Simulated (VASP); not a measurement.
Al2Pt: relaxation of cell and atoms with LDA

The system is Al2Pt.

```xyz
3
Lattice="0.0000 2.9550 2.9550 2.9550 0.0000 2.9550 2.9550 2.9550 0.0000" Properties=species:S:1:pos:R:3 pbc="T T T"
Al    1.4775    1.4775    1.4775
Al    4.4325    4.4325    4.4325
Pt    0.0000    0.0000    0.0000
```

- Program: VASP 6.6.1
- Task: relaxation of cell and atoms
- Functional: LDA
- Potentials or basis: VASP PAW LDA potentials, release 64 (Al, Pt)
- Cutoff: 600 eV
- k mesh: 12 × 12 × 12
- Occupations: methfessel-paxton, width 0.1 eV
- Spin: no spin polarisation
- Further INCAR settings: ALGO = Normal; EDIFF = 1e-06; IBRION = 2; EDIFFG = -0.01; NSW = 90; ISIF = 3

```
Relaxed volume                         : 16.76 Å³/atom
Relaxed cell                           : a = 4.143 Å, b = 4.143 Å, c = 4.143 Å, α = 60.00°, β = 60.00°, γ = 60.00°
Space group after relaxing (to 0.05 Å) : Fm-3m (No. 225)
Energy gained by relaxing              : 5.1 meV/atom
Ionic steps                            : 3
Pressure after relaxing                : 0.0 GPa
Band gap on the k mesh                 : none (metal or under the smearing width)
```

The path:
| step | energy change (eV) | largest force (eV/Å) | pressure (GPa) | volume (Å³) |
| --- | --- | --- | --- | --- |
| 1 | 0.0000 | 0.0000 | -3.57 | 51.61 |
| 2 | 0.0056 | 0.0000 | 4.68 | 48.79 |
| 3 | -0.0153 | 0.0000 | -0.03 | 50.28 |

Final structure:
```yaml
crystal:
  lattice:
    - [0.00000, 2.92942, 2.92942]
    - [2.92942, 0.00000, 2.92942]
    - [2.92942, 2.92942, 0.00000]
  atoms:
    - { symbol: Al, position: [0.25000, 0.25000, 0.25000] }
    - { symbol: Al, position: [0.75000, 0.75000, 0.75000] }
    - { symbol: Pt, position: [0.00000, 0.00000, 0.00000] }
```

Levels at points of the mesh, in eV from the Fermi level:
```csv
k point,band 5,band 6,band 7,band 8,band 9,band 10,band 11,band 12
"(0.00, 0.00, 0.00)",-3.86,-3.86,2.98,3.81,3.81,3.81,5.51,5.51
"(0.50, 0.00, 0.00)",-3.86,-3.63,-3.63,0.98,0.98,3.72,5.23,5.23
"(0.50, 0.50, 0.00)",-3.96,-3.55,-3.34,-1.68,-1.68,3.24,3.37,8.07
```

It took 62 s on 1 thread of Intel(R) Xeon(R) Platinum 8488C (Sapphire Rapids), with other jobs on the host, peak memory 0.21 GiB.

The run has no spin-orbit coupling, so splittings on Pt are missing. Zero-point motion and thermal expansion aren't in these numbers.
